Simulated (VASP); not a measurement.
Here is the system:

```xyz
3
Lattice="0.0000 2.8522 2.8522 2.8522 0.0000 2.8522 2.8522 2.8522 0.0000" Properties=species:S:1:pos:R:3 pbc="T T T"
Li     1.4261     1.4261     1.4261
Li     4.2783     4.2783     4.2783
S      0.0000     0.0000     0.0000
```

All values below come from PBE GGA, VASP's PBE PAW potentials (set 64) (plane waves; VASP). Run with 600 eV cut-off, 8×8×8 Γ-centred mesh, Gaussian smearing of 0.050 eV, potentials Li_sv S.

Q: What does the run give for the energy per atom (σ→0), band gap (on the k-mesh) with the smallest direct gap where there is one?

A: 
```
Quantity                                     Result
-----------------------------------  --------------
band gap (on the k-mesh)                    3.39 eV
smallest direct gap (on the k-mesh)         4.26 eV
energy per atom (σ→0)                -3.999 eV/atom
```

The compound is Li2S in the antifluorite structure. It was relaxed first.
